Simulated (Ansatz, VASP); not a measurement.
This is a calculation of Mg6CuB for Ansatz 0.2.0. The cell comes from a database or a generator and needn't be the stable form of this composition.

File input.yaml:

```yaml
crystal:
  lattice:
    - [3.709078, 0.0, 0.0]
    - [0.0, 4.048221, 4.955535]
    - [0.0, -4.048221, 4.955535]
  atoms:
    - { symbol: Cu, position: [0.0, 0.948053, 0.948053] }
    - { symbol: Mg, position: [0.5, 0.137325, 0.137325] }
    - { symbol: Mg, position: [0.5, 0.101562, 0.666715] }
    - { symbol: Mg, position: [0.5, 0.666715, 0.101562] }
    - { symbol: Mg, position: [0.0, 0.370395, 0.370395] }
    - { symbol: Mg, position: [0.0, 0.447361, 0.805786] }
    - { symbol: Mg, position: [0.0, 0.805786, 0.447361] }
    - { symbol: B, position: [0.5, 0.522805, 0.522805] }
hamiltonian:
  xc: pbe
  pseudopotentials: { kind: paw }
kpoints:
  mp_grid: { grid: [7, 5, 5] }
scf:
  occupations: { method: gaussian, width: 0.1 }
output:
  forces: true
  stress: true
  eigenvalues: true
  write_density: true
  write_potential: true
  elf: true
  volumetric_format: npy
```

Potentials or basis: Ansatz PAW.

Launch:

```console
$ ansatz run input.yaml --threads 4 --pin off --max-ram 11264MiB --backend cpu --events-out ev --progress --plain --runs-dir out
```

Q: Translate it to VASP 6.6.1. Potentials or basis there: PBE PAW files B, Cu, Mg, release 54, 520 eV.

A: As run (cutoffs and basis follow the program's own potentials, and thresholds, step limits or extra output files can differ):

File INCAR:

```
  PREC = Accurate
  ENCUT = 520
  EDIFF = 1E-7
  ISMEAR = 0
  SIGMA = 0.1
  LREAL = F
  LASPH = T
  NELM = 100
  ALGO = Fast
  ISIF = 2
  LWAVE = F
  LCHARG = F
  GGA = PE
  NBANDS = 23
```

The input KPOINTS:

```
regular mesh
0
Gamma
  7 5 5
```

The input POSCAR:

```
Mg6CuB
1.0
    3.7090780000      0.0000000000      0.0000000000
    0.0000000000      4.0482210000      4.9555350000
    0.0000000000     -4.0482210000      4.9555350000
Cu Mg B
1 6 1
Direct
    0.0000000000      0.9480530000      0.9480530000
    0.5000000000      0.1373250000      0.1373250000
    0.5000000000      0.1015620000      0.6667150000
    0.5000000000      0.6667150000      0.1015620000
    0.0000000000      0.3703950000      0.3703950000
    0.0000000000      0.4473610000      0.8057860000
    0.0000000000      0.8057860000      0.4473610000
    0.5000000000      0.5228050000      0.5228050000
```

Potentials or basis: VASP PAW PBE potentials, release 54 (Cu, Mg, B).

The run is started by

```sh
$ cat potpaw_PBE.54/Cu/POTCAR potpaw_PBE.54/Mg/POTCAR potpaw_PBE.54/B/POTCAR > POTCAR
$ mpirun -np 1 vasp_std > vasp.out
```

Both were run:

|  | Ansatz | VASP |
| --- | --- | --- |
| Pressure | 0.5 GPa | 0.4 GPa |
| Largest force | 0.116 eV/Å | 0.116 eV/Å |

Ansatz's pressure holds a Pulay term of +0.02 GPa for its cutoff of 420 eV, which the other run lacks.

The potentials hold 82 and 26 valence electrons a cell.

Where Ansatz's input types no cutoff or centring, it takes its own default and a Γ-centred mesh.

Pressure is positive in compression.
